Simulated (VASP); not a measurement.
Here is the system:

```yaml
crystal:
  lattice:
    - [0.00000, 3.04484, 3.04484]
    - [3.04484, 0.00000, 3.04484]
    - [3.04484, 3.04484, 0.00000]
  atoms:
    - { symbol: In, position: [0.00000, 0.00000, 0.00000] }
    - { symbol: As, position: [0.25000, 0.25000, 0.25000] }
```

Calculation: PBEsol GGA, VASP's PBE PAW potentials (set 64) (plane waves; VASP). Settings: 400 eV cut-off, 12×12×12 Γ-centred mesh, tetrahedra with Blöchl corrections, potentials In_d As.

Unless said otherwise, spin-orbit coupling is left out, though it shifts the bands of the heavy elements here.

Problem. Predict the energy per atom (σ→0), band gap (on the k-mesh) with the smallest direct gap where there is one.

Solution. 
```json
{
  "band gap (on the k-mesh)": "none (metal, semimetal or under 0.01 eV)",
  "energy per atom (σ→0)": "-4.245 eV/atom"
}
```

The structure was generated: InAs was put into the zinc blende type (F-43m), which need not be its known phase. It was relaxed first.
